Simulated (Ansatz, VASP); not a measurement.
# Cross-check of Hf2NF2 (Hf2NF2 MXene monolayer) between VASP and Ansatz, part 2 of 2

Aim: how closely do two programs agree when they are given the same cell, functional and k mesh? The structure shown is the start of the Ansatz relaxation below; VASP solves that cell, so the two are compared at the walk's first step.

VASP 6.6.1 and Ansatz 0.2.0.

So far: Set-up; Ansatz: relaxation, PBE with D3(BJ).

### Step 3. VASP: single point, PBE with D3(BJ), start cell

Level of this step: PBE with D3(BJ), zero-moment start; plane waves and PAW (F, Hf_pv, N) (VASP).

The same cell, functional, mesh and smearing now go to VASP, with its own data sets.

Lines of VASP's logs that name or quote its potential files are left out, and so is its time.

INCAR reads:

```
SYSTEM = Hf2NF2
PREC = Accurate
ENCUT = 520
EDIFF = 1E-06
NELM = 200
ISMEAR = -1
SIGMA = 0.05
LREAL = .FALSE.
ALGO = Normal
GGA = PE
IVDW = 12
NBANDS = 28
ISPIN = 2
MAGMOM = 0 0 0 0 -0
LASPH = .TRUE.
LMAXMIX = 4
LORBIT = 11
LWAVE = .FALSE.
LCHARG = .FALSE.
ISIF = 2
LDIPOL = .TRUE.
IDIPOL = 3
DIPOL = 0.5 0.5 0.5
LVHAR = .TRUE.
GGA_COMPAT = .FALSE.
NELMDL = -8
KPAR = 2
```

POSCAR reads:

```
Hf2NF2
1.0
    3.2175000000      0.0000000000      0.0000000000
   -1.6087500000      2.7864370000      0.0000000000
    0.0000000000      0.0000000000     40.3840800000
F Hf N
2 2 1
Direct
    0.3333332137      0.6666664274      0.4420058597
    0.6666666069      0.3333332137      0.5579941403
    0.6666666069      0.3333332137      0.4685633547
    0.3333332137      0.6666664274      0.5314366453
    0.0000000000      0.0000000000      0.5000000000
```

KPOINTS reads:

```
Automatic mesh
0
Gamma
12 12 1
0 0 0
```

PAW data sets: F, Hf_pv and N (PBE family, release 64).

The run is started by

```sh
$ mpirun -np 2 vasp_std
```

Numbers of over 12 decimals in the logs are rounded to 6 here.

What it wrote:

```text
[banner, memory and clock lines left out]
running    2 mpi-ranks, on    1 nodes
 distrk:  each k-point on    1 cores,    2 groups
 distr:  one band on    1 cores,    1 groups

 POSCAR found type information on POSCAR F HfN
 POSCAR found :  3 types and       5 ions
 LDA part: xc-table for (Slater+PW92), standard interpolation
 POSCAR, INCAR and KPOINTS ok, starting setup
 FFT: planning ... GRIDC
 FFT: planning ... GRID_SOFT
 FFT: planning ... GRID
 WAVECAR not read
 entering main loop
       N       E                     dE             d eps       ncg     rms          rms(c)
DAV:   1     0.306195003316E+03    0.30620E+03   -0.18436E+04  2704   0.105E+03
DAV:   2    -0.862094254427E+01   -0.31482E+03   -0.30544E+03  3016   0.263E+02
DAV:   3    -0.476777417362E+02   -0.39057E+02   -0.38784E+02  2652   0.925E+01
DAV:   4    -0.484923036495E+02   -0.81456E+00   -0.80595E+00  2840   0.148E+01
DAV:   5    -0.485060368312E+02   -0.13733E-01   -0.13682E-01  2792   0.187E+00
DAV:   6    -0.485063887229E+02   -0.35189E-03   -0.35148E-03  2756   0.317E-01
DAV:   7    -0.485064009118E+02   -0.12189E-04   -0.12185E-04  2828   0.553E-02
DAV:   8    -0.485064014010E+02   -0.48926E-06   -0.48940E-06  2736   0.115E-02    0.645E+01
DAV:   9    -0.428206892562E+02    0.56857E+01   -0.28804E+01  2608   0.281E+01    0.470E+01
DAV:  10    -0.426399058194E+02    0.18078E+00   -0.29179E+00  2720   0.901E+00    0.710E+00
DAV:  11    -0.425169103712E+02    0.12300E+00   -0.81359E-01  3016   0.372E+00    0.170E+00
DAV:  12    -0.425097410741E+02    0.71693E-02   -0.52632E-02  2792   0.120E+00    0.922E-01
DAV:  13    -0.425077609076E+02    0.19802E-02   -0.56155E-03  3000   0.404E-01    0.414E-01
DAV:  14    -0.425079321115E+02   -0.17120E-03   -0.21701E-03  2828   0.241E-01    0.215E-01
[...]
DAV:  23    -0.425096716190E+02   -0.15496E-04   -0.19795E-06  2204   0.304E-03    0.976E-04
DAV:  24    -0.425096889678E+02   -0.17349E-04   -0.50785E-06  1932   0.312E-03    0.576E-04
DAV:  25    -0.425096914012E+02   -0.24334E-05   -0.51675E-07  2152   0.244E-03    0.424E-04
DAV:  26    -0.425096999795E+02   -0.85783E-05   -0.15306E-06  1956   0.396E-03    0.730E-04
DAV:  27    -0.425097017886E+02   -0.18091E-05   -0.84242E-07  1968   0.394E-03    0.581E-04
DAV:  28    -0.425097030772E+02   -0.12885E-05   -0.22889E-07  1944   0.211E-03    0.128E-04
DAV:  29    -0.425097047668E+02   -0.16896E-05   -0.18620E-07  1948   0.138E-03    0.414E-04
DAV:  30    -0.425097049397E+02   -0.17294E-06   -0.16171E-08  1880   0.507E-04
   1 F= -.43413627E+02 E0= -.43408436E+02  d E =-.103822E-01  mag=    -0.0000
```

From OUTCAR (step 3):

```text
ion  position               nearest neighbor table
   1  0.333  0.667  0.442-   3 2.14   3 2.14   3 2.15
   2  0.667  0.333  0.558-   4 2.14   4 2.14   4 2.15
   3  0.667  0.333  0.469-   1 2.14   1 2.14   1 2.15   5 2.25   5 2.25   5 2.25   4 3.15   4 3.15
                             4 3.15
   4  0.333  0.667  0.531-   2 2.14   2 2.14   2 2.15   5 2.25   5 2.25   5 2.25   3 3.15   3 3.15
                             3 3.15
   5  0.000  0.000  0.500-   4 2.25   3 2.25   3 2.25   4 2.25   4 2.25   3 2.25

  LATTYP: Found a hexagonal cell.
 ALAT       =     3.2175000000
 C/A-ratio  =    12.5513846154

 Subroutine GETGRP returns: Found 12 space group operations
 (whereof 12 operations were pure point group operations)

The static configuration has the point symmetry D_3d.

 Found     19 irreducible k-points:

   k-points           NKPTS =     19   k-points in BZ     NKDIM =     19   number of bands    NBANDS=     28

   dimension x,y,z NGX =    24 NGY =   24 NGZ =  300
   dimension x,y,z NGXF=    48 NGYF=   48 NGZF=  600

   ENCUT  =  520.0 eV  38.22 Ry    6.18 a.u.   5.98  5.98 75.09*2*pi/ulx,y,z

   NELECT =      39.0000    total number of electrons

 k-points in reciprocal lattice and weights: Automatic mesh
   0.00000000  0.00000000  0.00000000       0.007
   0.08333333  0.00000000  0.00000000       0.042
   0.16666667  0.00000000  0.00000000       0.042
   0.25000000  0.00000000  0.00000000       0.042
   0.33333333  0.00000000  0.00000000       0.042
   0.41666667  0.00000000  0.00000000       0.042
   0.50000000  0.00000000  0.00000000       0.021
   0.08333333  0.08333333  0.00000000       0.042
   0.16666667  0.08333333  0.00000000       0.083
[...]
0.33333333  0.25000000  0.00000000       0.083
   0.33333333  0.33333333  0.00000000       0.014

 dipolmoment           0.000000      0.000000      0.000000 electrons x Angstroem

 average (electrostatic) potential at core
       1 -84.6344       2 -84.6344       3 -44.2438       4 -44.2438       5 -71.0552

 E-fermi :  -0.3130

 spin component 1
 k-point     1 :       0.0000    0.0000    0.0000
  band No.  band energies     occupation
    ...
     18      -5.5576      1.00000
     19      -0.8681      0.99998
     20      -0.6222      0.99794
     21      -0.6222      0.99794
     22      -0.5211      0.98465
     23      -0.1947      0.08579
     24       1.1856      0.00000
     25       1.2510      0.00000
     26       1.5395      0.00000
     27       1.5395      0.00000
    ...

 k-point     2 :       0.0833    0.0000    0.0000
  band No.  band energies     occupation
    ...
     18      -5.6101      1.00000
     19      -0.9319      1.00000
     20      -0.6079      0.99726
     21      -0.4965      0.97512
     22      -0.4482      0.93723
     23      -0.0766      0.00875
     24       1.3135      0.00000
     25       1.4091      0.00000
     26       1.5645      0.00000
     27       1.6540      0.00000
    ...

 k-point     3 :       0.1667    0.0000    0.0000
  band No.  band energies     occupation
    ...
     16      -6.6194      1.00000
     17      -6.3558      1.00000
     18      -5.7247      1.00000
     19      -1.5454      1.00000
     20      -0.4312      0.91396
     21       0.0297      0.00105
     22       0.0355      0.00094
     23       0.2086      0.00003
     24       1.4584      0.00000
     25       1.7202      0.00000
    ...

 k-point     4 :       0.2500    0.0000    0.0000
  band No.  band energies     occupation
    ...
     15     -10.0115      1.00000
     16      -6.8284      1.00000
     17      -6.4916      1.00000
     18      -5.8253      1.00000
     19      -2.1748      1.00000
     20      -0.0950      0.01261
     21       0.5423      0.00000
     22       0.7475      0.00000
     23       0.7642      0.00000
     24       1.5157      0.00000
    ...

 k-point     5 :       0.3333    0.0000    0.0000
  band No.  band energies     occupation
    ...
     15      -9.8845      1.00000
     16      -7.0821      1.00000
     17      -6.4362      1.00000
     18      -5.8737      1.00000
     19      -2.6770      1.00000
     20       0.2904      0.00001
     21       0.9455      0.00000
     22       1.4925      0.00000
     23       1.5763      0.00000
     24       1.7867      0.00000
    ...

 k-point     6 :       0.4167    0.0000    0.0000
  band No.  band energies     occupation
    ...
     15      -9.7829      1.00000
     16      -7.2088      1.00000
     17      -6.3797      1.00000
     18      -5.8819      1.00000
     19      -2.9953      1.00000
     20       0.4157      0.00000
     21       1.3572      0.00000
     22       1.8918      0.00000
     23       2.3164      0.00000
     24       2.6790      0.00000
    ...

 Edisp (eV)   -0.90392

  Total       3.12760     3.12760     1.54390     0.00000     0.00000     0.00000
  in kB      13.84025    13.84025     6.83206     0.00000     0.00000     0.00000
  external pressure =       11.50 kB  Pullay stress =        0.00 kB

  energy-cutoff  :      520.00
  volume of cell :      362.06
      direct lattice vectors                 reciprocal lattice vectors
     3.217500000  0.000000000  0.000000000     0.310800311  0.179440626  0.000000000
    -1.608750000  2.786437000  0.000000000     0.000000000  0.358881252  0.000000000
     0.000000000  0.000000000 40.384080000     0.000000000  0.000000000  0.024762233

 POSITION                                       TOTAL-FORCE (eV/Angst)
 -----------------------------------------------------------------------------------
      0.00000      1.85762     17.85000         0.000000     -0.000000     -2.839251
      1.60875      0.92881     22.53408        -0.000000      0.000000      2.839251
      1.60875      0.92881     18.92250         0.000000     -0.000000      4.586889
      0.00000      1.85762     21.46158        -0.000000     -0.000000     -4.586889
      0.00000      0.00000     20.19204        -0.000000     -0.000000      0.000000
 -----------------------------------------------------------------------------------
    total drift:                               -0.000000      0.001984      0.000000

  FREE ENERGIE OF THE ION-ELECTRON SYSTEM (eV)
  ---------------------------------------------------
  free  energy   TOTEN  =       -43.4136270244 eV

  energy  without entropy=      -43.4032448381  energy(sigma->0) =      -43.40843593

 vacuum level on the upper side and lower side of the slab         1.628         1.628

 total charge
# of ion       s       p       d       tot
------------------------------------------
    1        1.742   4.403   0.000   6.145
    2        1.742   4.403   0.000   6.145
    3        0.265   6.454   1.818   8.537
    4        0.265   6.454   1.818   8.537
    5        1.235   2.477   0.000   3.712
--------------------------------------------------
tot          5.249  24.191   3.637  33.077

 magnetization (x)
# of ion       s       p       d       tot
------------------------------------------
    1       -0.000   0.000   0.000   0.000
    2       -0.000   0.000   0.000   0.000
    3       -0.000  -0.000  -0.000  -0.000
    4       -0.000  -0.000  -0.000  -0.000
    5        0.000   0.000   0.000   0.000
--------------------------------------------------
tot         -0.000   0.000  -0.000  -0.000

[... 3 further parts left out ...]
```

This run allows spin, but its moments start at zero, where symmetry between the spins tends to hold them. Its electron count is odd, so without a moment it is a metal by construction.

### Step 4. Side by side

Known differences besides the potentials themselves: Ansatz cuts the interaction across the vacuum, VASP repeats the sheet with a dipole correction; the data sets hold 71 valence electrons in Ansatz (on its PAW soft_1 files) and 39 in VASP; the cutoff is 420 eV in Ansatz and 520 eV in VASP. Total energies have different zeros and are not compared.

Forces (eV/Å; atoms numbered as in POSCAR):

```csv
atom,"Ansatz x, y, z","VASP x, y, z"
F1,"0.000, 0.000, -3.040","0.000, 0.000, -2.839"
F2,"0.000, 0.000, 3.040","0.000, 0.000, 2.839"
Hf3,"0.000, 0.000, 4.626","0.000, 0.000, 4.587"
Hf4,"0.000, 0.000, -4.626","0.000, 0.000, -4.587"
N5,"0.000, 0.000, 0.000","0.000, 0.000, 0.000"
```

The forces differ by 75 meV/Å r.m.s., which is 3.8 % of the r.m.s. force of 1.970 eV/Å (both taken over all components). Moments aren't recorded for both runs of this pair, so they may hold unlike magnetic states. With vacuum in the cell, a pressure given here is an average over mostly empty space and none of the material.

### Step 5. Results

```
r.m.s. force difference (single point, PBE with D3(BJ), start cell) : 3.8 % of the r.m.s. force
```

**Reading.** The r.m.s. force difference is 3.8 % of the r.m.s. force (single point, PBE with D3(BJ), start cell), beyond the 3 % picked in this series as the mark of a large difference. The data sets hold unlike numbers of valence electrons (71 in Ansatz and 39 in VASP), so part of the differences comes from the potentials. What causes the difference of the single point, PBE with D3(BJ), start cell pair stays open here. 1 further run of this series is not shown here. How closely two codes agree says nothing of how well the functional describes the real material.

[Lines on the potential files, build, host, timing and source positions are cut from VASP's logs without a mark.]

[Logs are printed without paths, hosts, clocks, repeated set-up lines and the standing remarks that a program may print on its own settings, such as how far it seeks lower states.]

[Hosts, paths, dates, database ids (printed as entryN), source tags and the programs' standing remarks are cut or masked in the printed files.]
